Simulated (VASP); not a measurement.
The system is Be3CdTe4.

```
CELL_PARAMETERS angstrom
3.41767 -4.29248 0.00000
3.41767 4.29248 0.00000
0.00000 0.00000 7.23446
ATOMIC_POSITIONS crystal
Be 0.00000 0.00000 0.67188
Be 0.00000 0.00000 0.32812
Be 0.50000 0.50000 0.50000
Cd 0.00000 0.00000 0.00000
Te 0.29087 0.29087 0.79803
Te 0.70913 0.70913 0.79803
Te 0.29087 0.29087 0.20197
Te 0.70913 0.70913 0.20197
```

The cell was built by a generator and needn't be a form met in nature.

```yaml
Program: VASP 6.6.1
Task: relaxation of cell and atoms
Functional: PBE
Potentials_or_basis: VASP PAW PBE potentials, release 64 (Be, Cd, Te)
Cutoff: 520 eV
k_mesh: 3 × 3 × 2
Occupations: gaussian, width 0.15 eV
Spin: no spin polarisation
```

At the start: pressure 20.1 GPa; volume 26.53 Å³/atom.

Where does the relaxation end?

Over 17 steps the energy falls by 780.0 meV/atom and the volume is 35.08 Å³/atom (+32.2 %); space group Cmmm (No. 65, to 0.05 Å).

The path:
```
step  energy change (eV)  largest force (eV/Å)  pressure (GPa)  volume (Å³)
   1              0.0000                4.8977           20.10       212.26
   2             -2.4598                0.8392           -6.49       325.50
   3             -4.8152                1.5646           -1.92       263.47
   4             -4.8318                1.6140           -1.43       261.06
   5             -4.8375                1.6604           -0.98       258.70
   6             -5.3713                1.3261           -0.60       255.10
   7             -5.8016                0.3935            1.67       246.06
   8             -5.9989                0.3000            0.16       259.21
   9             -6.0442                0.3947           -1.00       274.98
  10             -6.1562                0.3627           -0.36       279.09
  11             -6.1675                0.3324           -0.07       280.61
  12             -6.1676                0.3285           -0.02       280.79
  13             -6.1899                0.2714            0.03       280.30
  14             -6.2303                0.1159            0.24       278.81
  15             -6.2347                0.0454            0.39       278.07
  16             -6.2397                0.0982           -0.05       281.03
  17             -6.2398                0.0799           -0.02       280.63
```

Final structure:
```cif
data_structure
_symmetry_space_group_name_H-M 'P 1'
_symmetry_Int_Tables_number 1
_cell_length_a 6.0734
_cell_length_b 6.0734
_cell_length_c 7.7141
_cell_angle_alpha 90.000
_cell_angle_beta 90.000
_cell_angle_gamma 99.509
_cell_volume 280.63
loop_
_atom_site_label
_atom_site_type_symbol
_atom_site_fract_x
_atom_site_fract_y
_atom_site_fract_z
_atom_site_occupancy
Be1 Be 0.00000 0.00000 0.65250 1
Be2 Be 0.00000 0.00000 0.34750 1
Be3 Be 0.50000 0.50000 0.50000 1
Cd1 Cd 0.00000 0.00000 0.00000 1
Te1 Te 0.28155 0.28155 0.73769 1
Te2 Te 0.71845 0.71845 0.73769 1
Te3 Te 0.28155 0.28155 0.26231 1
Te4 Te 0.71845 0.71845 0.26231 1
```

Caveat: the k mesh is coarse (spacing up to 0.43 Å⁻¹), so the values aren't converged; the volume moved by over 15 % at a fixed basis, so the end points are rough.
